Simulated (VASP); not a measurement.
Given:

```xyz
2
Lattice="0.0000 2.9775 2.9775 2.9775 0.0000 2.9775 2.9775 2.9775 0.0000" Properties=species:S:1:pos:R:3 pbc="T T T"
Eu     0.0000     0.0000     0.0000
S      2.9775     2.9775     2.9775
```

Calculation: RPBE GGA, VASP's PBE PAW potentials (set 64) (plane waves; VASP 6.6.1). Settings: 520 eV cut-off, Gaussian smearing of 0.050 eV, potentials Eu_2 S.

The 4f electrons are frozen in the core of the lanthanide potential, so 4f levels, which can set the real gap, and their magnetism are missing.

Give the energies of bands 5 to 10 at the high-symmetry points, in eV from the valence-band maximum.

```
band     Γ      X      U      L      W
----  ----  -----  -----  -----  -----
5     0.00  -1.31  -1.46  -2.66  -1.44
6     0.00  -0.42  -1.22  -1.24  -1.08
7     0.00  -0.42  -0.85  -1.24  -1.08
8     3.90   2.24   3.61   5.74   4.80
9     4.20   6.26   6.72   6.40   4.80
10    4.20   6.34   7.18   6.98   6.69
```

The gap is indirect, 2.24 eV, from the valence maximum at Γ to the conduction minimum at X.

The compound is EuS in the rock salt structure. It was relaxed first.
